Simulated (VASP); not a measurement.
Write the native input for VASP 6.6.1 that does the following.

```
Task                   : relaxation of cell and atoms
Functional             : r2SCAN
Dispersion             : rVV10
Potentials or basis    : VASP PAW PBE potentials, release 64 (Ru_pv)
Cutoff                 : 600 eV
k mesh                 : 18 × 18 × 10
Occupations            : gaussian, width 0.1 eV
Spin                   : no spin polarisation
Further INCAR settings : ALGO = Normal; EDIFF = 1e-07; IBRION = 2; EDIFFG = -0.005; NSW = 90; ISIF = 3
```

The structure of Ru lies in POSCAR:

```
Ru
1.0
    2.7078263400      0.0000000000      0.0000000000
   -1.3539131700      2.3450464000      0.0000000000
    0.0000000000      0.0000000000      4.2681017800
Ru
2
Direct
    0.3333333300      0.6666666700      0.2500000000
    0.6666666700      0.3333333300      0.7500000000
```

These files were run (other wordings do the same):

INCAR

```
SYSTEM = Ru
PREC = Accurate ; ENCUT = 600
EDIFF = 1E-7 ; ISMEAR = 0
SIGMA = 0.1 ; LREAL = .False.
LASPH = .True. ; NELM = 80
ALGO = Normal ; ISIF = 3
LWAVE = .False. ; LCHARG = .False.
METAGGA = R2SCAN ; LMIXTAU = .True.
LUSE_VDW = .True. ; IVDW_NL = 2
BPARAM = 11.95 ; CPARAM = 0.0093
IBRION = 2 ; NSW = 90
EDIFFG = -0.005
```

KPOINTS

```
Automatic mesh
0
Gamma
  18 18 10
  0 0 0
```

Potentials or basis: VASP PAW PBE potentials, release 64 (Ru_pv).

The run is started by

```console
$ cat potpaw_PBE.64/Ru_pv/POTCAR > POTCAR
$ mpirun -np 1 vasp_std > vasp.out
```

Results of the run:

| Quantity | Value |
| --- | --- |
| Relaxed volume | 13.47 Å³/atom |
| Relaxed cell | a = 2.700 Å, b = 2.700 Å, c = 4.265 Å, α = 90.00°, β = 90.00°, γ = 120.00° |
| Space group after relaxing (to 0.05 Å) | P6_3/mmc (No. 194) |
| Energy gained by relaxing | 0.6 meV/atom |
| Ionic steps | 5 |
| Pressure after relaxing | 0.0 GPa |
| Band gap on the k mesh | none (metal or under the smearing width) |

Caveat: the PAW data sets were made with another functional, which shifts forces and pressure a little.

Wall time 14 min on 1 thread of Intel(R) Xeon(R) 6975P-C (Granite Rapids), with other jobs on the host, peak memory 0.35 GiB.
